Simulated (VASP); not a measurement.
# Be3Se2S (I-4m2) in VASP: further runs

Runs on Be3Se2S. Level: PBE. Tasks: relaxation of cell and atoms.

Everything below comes from runs of VASP 6.6.1. Logs are shortened: lines on timing, memory, paths and dates and some standing lists are left out, and cuts for length are marked.

### 1 Starting point

Symmetry: I-4m2, No. 119, tetragonal system. The conventional cell has a = 3.596 Å, b = 3.596 Å, c = 15.206 Å, α = 90.00°, β = 90.00°, γ = 90.00°. Be (site symmetry -4m2) is surrounded by 4 Se at 2.22 Å. Be (site symmetry 2mm) is surrounded by 2 S at 2.15 Å and 2 Se at 2.23 Å. Se (site symmetry 2mm) has 4 Be at 2.22 to 2.23 Å as nearest neighbours. Around S (site symmetry -4m2) lie 4 Be at 2.15 Å.

The cell was built by a generator and needn't be a form met in nature.

### 2 Relaxation of cell and atoms, PBE

INCAR

```
PREC     = Accurate       # precision mode
ENCUT    = 520            # plane-wave cutoff, eV
EDIFF    = 1E-6           # SCF threshold, eV
ISMEAR   = 0              # smearing method
SIGMA    = 0.03           # smearing width, eV
LREAL    = False          # projectors in reciprocal space
LASPH    = True           # aspherical terms in the spheres
NELM     = 120            # most SCF steps
ALGO     = Normal         # electronic algorithm
ISIF     = 3              # what is computed and relaxed
LWAVE    = False          # write WAVECAR
LCHARG   = False          # write CHGCAR
GGA      = PE             # functional
IBRION   = 2              # ionic algorithm
NSW      = 90             # ionic steps
EDIFFG   = -0.01          # ionic threshold
KPAR     = 4
```

KPOINTS

```
regular mesh
0
Gamma
  10 10 10
```

POSCAR

```
Be3Se2S
1.0
   -1.7980000000      1.7980000000      7.6030000000
    1.7980000000     -1.7980000000      7.6030000000
    1.7980000000      1.7980000000     -7.6030000000
Be Se S
3 2 1
Direct
    0.7500000000      0.2500000000      0.5000000000
    0.0772721300      0.5772721300      0.5000000000
    0.4227278700      0.9227278700      0.5000000000
    0.6638826800      0.6638826800      0.0000000000
    0.3361173200      0.3361173200      0.0000000000
    0.0000000000      0.0000000000      0.0000000000
```

Potentials or basis: VASP PAW PBE potentials, release 64 (Be, Se, S).

Launch:

```
> cat potpaw_PBE.64/Be/POTCAR potpaw_PBE.64/Se/POTCAR potpaw_PBE.64/S/POTCAR > POTCAR
> mpirun -np 4 vasp_std > vasp.out
```

OUTCAR:

```text
PREC = Accurate
   ENCUT = 520
   EDIFF = 1E-6
   ISMEAR = 0
   LREAL = False
   LASPH = True
   NELM = 120
   ISIF = 3
   GGA = PE
   IBRION = 2
   NSW = 90
   EDIFFG = -0.01

 ion  position               nearest neighbor table
   1  0.750  0.250  0.500-   5 2.22   4 2.22   5 2.22   4 2.22
   2  0.077  0.577  0.500-   6 2.15   6 2.15   4 2.23   4 2.23
   3  0.423  0.923  0.500-   6 2.15   6 2.15   5 2.23   5 2.23
   4  0.664  0.664  0.000-   1 2.22   1 2.22   2 2.23   2 2.23
   5  0.336  0.336  0.000-   1 2.22   1 2.22   3 2.23   3 2.23
   6  0.000  0.000  0.000-   2 2.15   3 2.15   2 2.15   3 2.15

  LATTYP: Found a body centered tetragonal cell.
 ALAT       =     3.5960000000
 C/A-ratio  =     4.2285873192

  Lattice vectors:

 A1 = (  -1.7980000000,   1.7980000000,   7.6030000000)
 A2 = (   1.7980000000,  -1.7980000000,   7.6030000000)
 A3 = (   1.7980000000,   1.7980000000,  -7.6030000000)

Analysis of symmetry for initial positions (statically):
=====================================================================
 Subroutine PRICEL returns:
 Original cell was already a primitive cell.

 Routine SETGRP: Setting up the symmetry group for a
 body centered tetragonal supercell.

 Subroutine GETGRP returns: Found  8 space group operations
 (whereof  8 operations were pure point group operations)
 out of a pool of 16 trial point group operations.

The static configuration has the point symmetry D_2d.

Analysis of symmetry for dynamics (positions and initial velocities):
=====================================================================
 Subroutine PRICEL returns:
 Original cell was already a primitive cell.

 Routine SETGRP: Setting up the symmetry group for a
 body centered tetragonal supercell.

 Subroutine GETGRP returns: Found  8 space group operations
 (whereof  8 operations were pure point group operations)
 out of a pool of 16 trial point group operations.

The dynamic configuration has the point symmetry D_2d.

 Subroutine INISYM returns: Found  8 space group operations
 (whereof  8 operations are pure point group operations),
 and found     1 'primitive' translations

----------------------------------------------------------------------------------------

                                     Primitive cell

  volume of cell :      98.3160

  direct lattice vectors                    reciprocal lattice vectors
    -1.798000000  1.798000000  7.603000000     0.000000000  0.278086763  0.065763514
     1.798000000 -1.798000000  7.603000000     0.278086763  0.000000000  0.065763514
     1.798000000  1.798000000 -7.603000000     0.278086763  0.278086763  0.000000000

  length of vectors
     8.016933142  8.016933142  8.016933142     0.285757043  0.285757043  0.393274072

  position of ions in fractional coordinates (direct lattice)
     0.750000000  0.250000000  0.500000000
     0.077272130  0.577272130  0.500000000
     0.422727870  0.922727870  0.500000000
     0.663882680  0.663882680  0.000000000
     0.336117320  0.336117320  0.000000000
     0.000000000  0.000000000  0.000000000

  ion indices of the primitive-cell ions
   primitive index   ion index
                 1           1
                 2           2
                 3           3
                 4           4
                 5           5
                 6           6

----------------------------------------------------------------------------------------

 KPOINTS: regular mesh

[... 79 lines left out ...]
   NUPDOWN=      -1.0000    fix difference up-down
   EMIN   =  10.00;   EMAX   =-10.00  energy-range for DOS
   EFERMI =   0.00;   METHOD = LEGACY
   ISMEAR =     0;   SIGMA  =   0.03  broadening in eV -4-tet -1-fermi 0-gaus
   EFERMI_NEDOS =   21; number of points for ismear=-14 and -15
   IALGO  =     38    algorithm
   IMIX   =      4    mixing-type and parameters
     AMIX     =   0.40;   BMIX     =  1.00
     AMIX_MAG =   1.60;   BMIX_MAG =  1.00
  volume/ion in A,a.u.               =      16.39       110.58
  Fermi-wavevector in a.u.,A,eV,Ry     =   1.023145  1.933463 14.242924  1.046825
  Thomas-Fermi vector in A             =   2.156862
   LORBIT       =      0    0 simple, 1 ext, 2 COOP (PROOUT), +10 PAW based schemes
   GGA     = PE    functional components
   LHFCALC =     F    Hartree Fock is set to
   AEXX    =    0.0000 exact exchange contribution
   IVDW    =     0    specifies the selected vdW correction
   LEPSILON=     F    determine dielectric tensor
   LRPA    =     F    only Hartree local field effects (RPA)
 conjugate gradient relaxation of ions
 non-spin polarized calculation
 Gauss-broadening in eV      SIGMA  =   0.03
  energy-cutoff  :      520.00
  volume of cell :       98.32
 maximum number of plane-waves:      2672
   NGX = 29   NGY = 29   NGZ = 29

--------------------------------------- Ionic step        1  -------------------------------------------

 number of electron      23.9999999 magnetization

 Free energy of the ion-electron system (eV)
  ---------------------------------------------------
  ext. energy  EPLUGINS =         0.00000000
  ---------------------------------------------------
  free energy    TOTEN  =       -27.65021476 eV

  energy without entropy =      -27.65021476  energy(sigma->0) =      -27.65021476

------------------------ aborting loop because EDIFF is reached ----------------------------------------

  FORCE on cell =-STRESS in cart. coord.  units (eV):
  Direction    XX          YY          ZZ          XY          YZ          ZX
  --------------------------------------------------------------------------------------
  -------------------------------------------------------------------------------------
  Total       -0.0386880     -0.0386880      0.0901067      0.0000000      0.0000000      0.0000000
  in kB       -0.6304678     -0.6304678      1.4683965      0.0000000      0.0000000      0.0000000
  external PRESSURE =       0.0691536 kB  Pullay stress =       0.0000000 kB

 VOLUME and BASIS-vectors are now :
 -----------------------------------------------------------------------------
  energy-cutoff  :      520.00
  volume of cell :       98.32
      direct lattice vectors                 reciprocal lattice vectors
    -1.798000000  1.798000000  7.603000000     0.000000000  0.278086763  0.065763514
     1.798000000 -1.798000000  7.603000000     0.278086763  0.000000000  0.065763514
     1.798000000  1.798000000 -7.603000000     0.278086763  0.278086763  0.000000000

 POSITION                                       TOTAL-FORCE (eV/Angst)
 -----------------------------------------------------------------------------------
      0.00000      1.79800      3.80150        -0.000000      0.000000      0.000000
      1.79800      0.00000      1.17500         0.000000     -0.000000     -0.011255
      1.79800     -0.00000      6.42800         0.000000     -0.000000      0.011255
      0.00000      0.00000     10.09500        -0.000000      0.000000     -0.003607
      0.00000      0.00000      5.11100        -0.000000      0.000000      0.003607
      0.00000      0.00000      0.00000        -0.000000      0.000000      0.000000
 -----------------------------------------------------------------------------------
    total drift:                                0.000000     -0.000000      0.000000

  FREE ENERGIE OF THE ION-ELECTRON SYSTEM (eV)
  ---------------------------------------------------
  free  energy   TOTEN  =       -27.6502147584 eV

  energy  without entropy=      -27.6502147584  energy(sigma->0) =      -27.65021476

--------------------------------------- Ionic step        2  -------------------------------------------

 number of electron      23.9999999 magnetization

 Free energy of the ion-electron system (eV)
  ---------------------------------------------------
  ext. energy  EPLUGINS =         0.00000000
  ---------------------------------------------------
  free energy    TOTEN  =       -27.65029375 eV

  energy without entropy =      -27.65029375  energy(sigma->0) =      -27.65029375

 E-fermi :   3.6430     XC(G=0):  -9.4503

 val. band max:        3.4997593470   @ k =   0.0000   0.0000   0.0000
 cond. band min:       6.2155380898   @ k =   0.5000   0.5000   0.5000
 fundamental gap:      2.7157787428
 Fermi energy:         3.6429762206

 k-point     1 :       0.0000    0.0000    0.0000
  band No.  band energies     occupation
      1     -10.2194      2.00000
      2      -8.9698      2.00000
      3      -8.9364      2.00000
      4      -0.4796      2.00000
      5      -0.4745      2.00000
      6       0.8727      2.00000
[... 433 lines left out ...]
      3      -8.3891      2.00000
      4      -1.3751      2.00000
      5      -1.1918      2.00000
      6      -0.9439      2.00000
[... 8 lines left out ...]
     15       9.3169      0.00000
     16       9.5146      0.00000

 [... further k-points ...]

------------------------ aborting loop because EDIFF is reached ----------------------------------------

  FORCE on cell =-STRESS in cart. coord.  units (eV):
  Direction    XX          YY          ZZ          XY          YZ          ZX
  --------------------------------------------------------------------------------------
  -------------------------------------------------------------------------------------
  Total       -0.0235933     -0.0235933      0.0507002      0.0000000      0.0000000      0.0000000
  in kB       -0.3844421     -0.3844421      0.8261361      0.0000000      0.0000000      0.0000000
  external PRESSURE =       0.0190840 kB  Pullay stress =       0.0000000 kB

 VOLUME and BASIS-vectors are now :
 -----------------------------------------------------------------------------
  energy-cutoff  :      520.00
  volume of cell :       98.33
      direct lattice vectors                 reciprocal lattice vectors
    -1.797440698  1.797440698  7.608508357     0.000000000  0.278173294  0.065715903
     1.797440698 -1.797440698  7.608508357     0.278173294  0.000000000  0.065715903
     1.797440698  1.797440698 -7.608508357     0.278173294  0.278173294  0.000000000

 POSITION                                       TOTAL-FORCE (eV/Angst)
 -----------------------------------------------------------------------------------
     -0.00000      1.79744      3.80425        -0.000000     -0.000000     -0.000000
      1.79744      0.00000      1.17531         0.000000      0.000000     -0.005048
      1.79744     -0.00000      6.43320         0.000000      0.000000      0.005048
      0.00000      0.00000     10.10214        -0.000000     -0.000000     -0.003478
      1.79744      1.79744     -2.49363        -0.000000     -0.000000      0.003478
     -0.00000      0.00000      0.00000        -0.000000     -0.000000     -0.000000
 -----------------------------------------------------------------------------------
    total drift:                                0.000000     -0.000000     -0.000000

  FREE ENERGIE OF THE ION-ELECTRON SYSTEM (eV)
  ---------------------------------------------------
  free  energy   TOTEN  =       -27.6502937509 eV

  energy  without entropy=      -27.6502937509  energy(sigma->0) =      -27.65029375

 reached required accuracy - stopping structural energy minimisation
```

Wall time 2.7 min (4 MPI ranks of Intel Xeon Platinum 8488C (Sapphire Rapids), shared host); peak memory 0.6 GiB.

What came out:

| Quantity | Value |
| --- | --- |
| Free energy | -27.6503 eV |
| Relaxed volume | 16.39 Å³/atom |
| Relaxed cell | a = 8.022 Å, b = 8.022 Å, c = 8.022 Å, α = 154.10°, β = 154.10°, γ = 36.95° |
| Space group after relaxing (to 0.05 Å) | I-4m2 (No. 119) |
| Energy gained by relaxing | 0.0 meV/atom |
| Ionic steps | 2 |
| Pressure after relaxing | 0.0 GPa |
| Largest force after relaxing | 0.005 eV/Å |
| Band gap on the k mesh | 2.72 eV, indirect (least direct gap 3.13 eV) |

Forces in eV/Å, atoms in the order of the input:
```
Be   0.000  0.000  0.000
Be   0.000  0.000 -0.005
Be   0.000  0.000  0.005
Se   0.000  0.000 -0.003
Se   0.000  0.000  0.003
S    0.000  0.000  0.000
```

Final structure:
```yaml
crystal:
  lattice:
    - [-1.79744, 1.79744, 7.60851]
    - [1.79744, -1.79744, 7.60851]
    - [1.79744, 1.79744, -7.60851]
  atoms:
    - { symbol: Be, position: [0.75000, 0.25000, 0.50000] }
    - { symbol: Be, position: [0.07724, 0.57724, 0.50000] }
    - { symbol: Be, position: [0.42276, 0.92276, 0.50000] }
    - { symbol: Se, position: [0.66387, 0.66387, 0.00000] }
    - { symbol: Se, position: [0.33613, 0.33613, 0.00000] }
    - { symbol: S, position: [0.00000, 0.00000, 0.00000] }
```

A k mesh can miss the band edges. As with any semilocal functional, this PBE gap is likely too small.

### 3 Relaxation of cell and atoms, PBE

INCAR: that of step 2 with these lines changed.

```diff
@@ -2,3 +2,3 @@
 ENCUT    = 520            # plane-wave cutoff, eV
-EDIFF    = 1E-6           # SCF threshold, eV
+EDIFF    = 1E-7           # SCF threshold, eV
 ISMEAR   = 0              # smearing method
@@ -14,4 +14,5 @@
 IBRION   = 2              # ionic algorithm
-NSW      = 90             # ionic steps
-EDIFFG   = -0.01          # ionic threshold
+NSW      = 60             # ionic steps
+EDIFFG   = -0.005         # ionic threshold
+POTIM    = 0.3            # step
 KPAR     = 4
```

KPOINTS is that of step 2.

POSCAR

```
Be3Se2S                                 
1.0
   -1.7974406981      1.7974406981      7.6085083567
    1.7974406981     -1.7974406981      7.6085083567
    1.7974406981      1.7974406981     -7.6085083567
  Be              Se              S             
     3     2     1
Direct
     0.7500000000000000    0.2500000000000000    0.5000000000000000
     0.0772364232866079    0.5772364232866078    0.5000000000000000
     0.4227635767133922    0.9227635767133922    0.5000000000000000
     0.6638712376101404    0.6638712376101404    0.0000000000000000
     0.3361287623898596    0.3361287623898596    1.0000000000000000
     0.0000000000000000    0.0000000000000000    0.0000000000000000
```

Potentials or basis: VASP PAW PBE potentials, release 64 (Be, Se, S).

Launch:

```
> cat potpaw_PBE.64/Be/POTCAR potpaw_PBE.64/Se/POTCAR potpaw_PBE.64/S/POTCAR > POTCAR
> mpirun -np 4 vasp_std > vasp.out
```

It took 3.6 min on 4 MPI ranks of Intel Xeon Platinum 8488C (Sapphire Rapids), shared host; peak memory 0.63 GiB.

The run converged. Its results:

| Item | Value |
| --- | --- |
| Free energy | -27.6503 eV |
| Energy gained by relaxing | 0.0 meV/atom |
| Ionic steps | 3 |
| Pressure after relaxing | 0.0 GPa |
| Band gap on the k mesh | 2.72 eV, indirect (least direct gap 3.13 eV) |

Final structure:
```xyz
6
Lattice="-1.7967 1.7967 7.6159 1.7967 -1.7967 7.6159 1.7967 1.7967 -7.6159" Properties=species:S:1:pos:R:3 pbc="T T T"
Be    0.0000    1.7967    3.8080
Be    1.7967    0.0000    1.1759
Be    1.7967    0.0000    6.4401
Se    0.0000    0.0000   10.1116
Se    0.0000    0.0000    5.1203
S     0.0000    0.0000    0.0000
```

Levels at points of the mesh, in eV from the valence-band top:
```csv
k point,band 10,band 11,band 12,band 13,band 14,band 15
"(0.00, 0.00, 0.00)",-0.10,0.00,0.00,3.19,3.49,4.62
"(0.50, 0.00, 0.00)",-1.12,-0.83,-0.77,4.47,5.04,5.44
"(0.50, 0.50, 0.00)",-3.10,-2.65,-2.60,2.72,4.36,4.67
"(0.50, 0.50, 0.50)",-1.18,-0.69,-0.69,2.72,4.16,4.40
```

A k mesh can miss the band edges.
